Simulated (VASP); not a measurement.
A run of VASP 6.6.1:

Contents of INCAR:

```
PREC = Accurate ; ENCUT = 520
EDIFF = 1E-6 ; ISMEAR = 1
SIGMA = 0.1 ; LREAL = False
LASPH = True ; NELM = 100
ALGO = Fast ; ISIF = 2
LWAVE = False ; LCHARG = False
GGA = PS ; NBANDS = 25
```

The input KPOINTS:

```
regular mesh
0
Gamma
  5 5 5
```

Contents of POSCAR:

```
BaLiF3
1.0
    3.9885820000      0.0000000000      0.0000000000
    0.0000000000      3.9885820000      0.0000000000
    0.0000000000      0.0000000000      3.9885820000
Ba Li F
1 1 3
Direct
    0.0000000000      0.0000000000      0.0000000000
    0.5000000000      0.5000000000      0.5000000000
    0.0000000000      0.5000000000      0.5000000000
    0.5000000000      0.5000000000      0.0000000000
    0.5000000000      0.0000000000      0.5000000000
```

Potentials or basis: VASP PAW PBE potentials, release 64 (Ba_sv, Li_sv, F).

Run with:

```sh
$ cat potpaw_PBE.64/Ba_sv/POTCAR potpaw_PBE.64/Li_sv/POTCAR potpaw_PBE.64/F/POTCAR > POTCAR
$ mpirun -np 1 vasp_std > vasp.out
```

Hardware: 1 thread of Intel(R) Xeon(R) Platinum 8488C (Sapphire Rapids), on a shared host.

**Question.** How long does it take, and how much memory?

**Answer.** Wall time 23 s on 1 thread of Intel(R) Xeon(R) Platinum 8488C (Sapphire Rapids) (shared host), peak memory 0.16 GiB. Counts: scf iterations 21, k points 10.
